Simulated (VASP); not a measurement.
Consider the following.

```xyz
2
Lattice="0.0000 3.1011 3.1011 3.1011 0.0000 3.1011 3.1011 3.1011 0.0000" Properties=species:S:1:pos:R:3 pbc="T T T"
Cd     0.0000     0.0000     0.0000
Se     1.5506     1.5506     1.5506
```

The numbers are results of PW91 GGA, VASP's PBE PAW potentials (set 64) (plane waves; VASP), not measurements. Settings: 520 eV cut-off, 7×7×7 Γ-centred mesh, Gaussian smearing of 0.050 eV, potentials Cd Se.

### Question
What does the run give for the energy per atom (σ→0), band gap (on the k-mesh) with the smallest direct gap where there is one?

### Answer

```
Quantity                                      Value
-----------------------------------  --------------
band gap (on the k-mesh)                    0.47 eV
smallest direct gap (on the k-mesh)         0.47 eV
energy per atom (σ→0)                -2.775 eV/atom
```

The compound is CdSe in the zinc blende structure, whereas wurtzite is the usual form. It was relaxed first, which changed the volume by +8 %.
